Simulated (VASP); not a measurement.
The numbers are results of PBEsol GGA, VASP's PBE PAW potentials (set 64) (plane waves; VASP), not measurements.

VASP ran on this input.

**POSCAR**
```
Sr(111) slab
1
    4.1801291232     0.0000000000     0.0000000000
   -2.0900650478     3.6200978075     0.0000000000
    0.0000000000     0.0000000000    24.8237126988
Sr
3
Direct
  0.3333330000   0.6666670000   0.3633572859
  1.0000000000   0.0000000000   0.5000000000
  0.6666670000   0.3333330000   0.6366427141
```

File KPOINTS:
```
Automatic mesh
0
Gamma
8 8 1
0 0 0
```

**INCAR**
```
SYSTEM = Sr(111) slab
PREC = Normal; ENCUT = 400; LREAL = .FALSE.
LASPH = .TRUE.
EDIFF = 1E-6; NELM = 100; NELMIN = 4
ALGO = Normal; LMAXMIX = 4
ISMEAR = 1; SIGMA = 0.1
GGA = PS
LWAVE = .FALSE.; LCHARG = .FALSE.; LORBIT = 11
LVHAR = .TRUE.
DIPOL = 0.5 0.5 0.5
LDIPOL = .TRUE.; IDIPOL = 3
```

POTCAR, in this order: Sr_sv (PBE.64 set). Program: vasp_std. Read from the step before: WAVECAR.

Output

File OSZICAR:
```
       N       E                     dE             d eps       ncg     rms          rms(c)
DAV:   1    -0.477353420817E+01   -0.47735E+01   -0.13685E-04   485   0.389E-02    0.541E-02
DAV:   2    -0.477351324893E+01    0.20959E-04   -0.18813E-04   454   0.388E-02    0.371E-02
DAV:   3    -0.477351173825E+01    0.15107E-05   -0.11741E-05   390   0.111E-02    0.166E-02
DAV:   4    -0.477351168820E+01    0.50049E-07   -0.79617E-07   310   0.353E-03
   1 F= -.47735117E+01 E0= -.47731580E+01  d E =-.106105E-02
```

File OUTCAR:
```
------------------------ aborting loop because EDIFF is reached ----------------------------------------
  FORCE on cell =-STRESS in cart. coord.  units (eV):
  Direction    XX          YY          ZZ          XY          YZ          ZX
  --------------------------------------------------------------------------------------
  Total        0.1823902      0.1823902     -0.2154979     -0.0000000     -0.0000000     -0.0000000
  in kB        0.7779207      0.7779206     -0.9191298     -0.0000001     -0.0000000     -0.0000000
  external PRESSURE =       0.2122372 kB  Pullay stress =       0.0000000 kB
  volume of cell :      375.64
      direct lattice vectors                 reciprocal lattice vectors
     4.180129123  0.000000000  0.000000000     0.239227060  0.138117847  0.000000000
    -2.090065048  3.620097808  0.000000000     0.000000000  0.276235630  0.000000000
     0.000000000  0.000000000 24.823712699     0.000000000  0.000000000  0.040284063
 POSITION                                       TOTAL-FORCE (eV/Angst)
 -----------------------------------------------------------------------------------
     -0.00000      2.41340      9.01988        -0.000000      0.000000      0.029434
      0.00000      0.00000     12.41186         0.000000      0.000000      0.000000
      2.09007      1.20670     15.80384         0.000000      0.000000     -0.029434
 -----------------------------------------------------------------------------------
    total drift:                               -0.000000      0.000000      0.000000
  FREE ENERGIE OF THE ION-ELECTRON SYSTEM (eV)
  ---------------------------------------------------
  free  energy   TOTEN  =        -4.7735116882 eV

  energy  without entropy=       -4.7724506389  energy(sigma->0) =       -4.77315801

 total charge

# of ion       s       p       d       tot
------------------------------------------
    1        2.075   5.670   0.127   7.872
    2        2.068   5.680   0.143   7.891
    3        2.075   5.670   0.127   7.872
--------------------------------------------------
tot          6.218  17.020   0.397  23.635
```
(Selected blocks of OUTCAR.)

The cell is a thin slab with vacuum, built from Sr (fcc): (111) face.
